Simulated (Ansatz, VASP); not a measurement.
ScCd: VASP beside Ansatz

File INCAR:

```
  PREC = Accurate
  ENCUT = 520
  EDIFF = 1E-7
  ISMEAR = 0
  SIGMA = 0.1
  LREAL = F
  LASPH = T
  NELM = 60
  ALGO = Fast
  ISIF = 2
  LWAVE = F
  LCHARG = T
  LELF = T
  LVHAR = T
  NBANDS = 18
```

KPOINTS

```
regular mesh
0
Gamma
  6 6 6
```

The input POSCAR:

```
ScCd
1.0
    3.5262555900      0.0000000000      0.0000000000
    0.0000000000      3.5262555900      0.0000000000
    0.0000000000      0.0000000000      3.5262555900
Sc Cd
1 1
Direct
    0.5000000000      0.5000000000      0.5000000000
    0.0000000000      0.0000000000      0.0000000000
```

Input for Ansatz:

```yaml
crystal:
  lattice:
    - [3.52625559, 0.0, 0.0]
    - [0.0, 3.52625559, 0.0]
    - [0.0, 0.0, 3.52625559]
  atoms:
    - { symbol: Sc, position: [0.5, 0.5, 0.5] }
    - { symbol: Cd, position: [0.0, 0.0, 0.0] }
basis:
  ecutwfc: 420
kpoints:
  mp_grid: { grid: [6, 6, 6] }
hamiltonian:
  xc: lda
scf:
  occupations: { method: gaussian, width: 0.1 }
output:
  forces: true
  stress: true
  eigenvalues: true
```

The cell comes from a database or a generator and needn't be the stable form of this composition.

Alike in both runs: task single point; functional LDA; k mesh 6 × 6 × 6; occupations gaussian, width 0.1 eV; no spin polarisation.

|  | VASP | Ansatz |
| --- | --- | --- |
| version | VASP 6.6.1 | Ansatz 0.2.0 |
| potentials or method | VASP PAW LDA potentials, release 64 (Sc_sv, Cd) | scalar-relativistic, plane waves, PAW |
| plane-wave cutoff (eV) | 520 | 420 |
| valence electrons in the cell | 23 | 31 |

Ansatz gave:

* gap on the k mesh at the Fermi level (eV): none
* pressure (GPa): -5.5

**Question.** Estimate VASP's values.

**Answer.** gap on the k mesh at the Fermi level (eV): none; pressure (GPa): -5.2.

A gap of «none» marks a metal or a gap that the smearing closes. The two sets of potentials don't hold the same shells in valence.
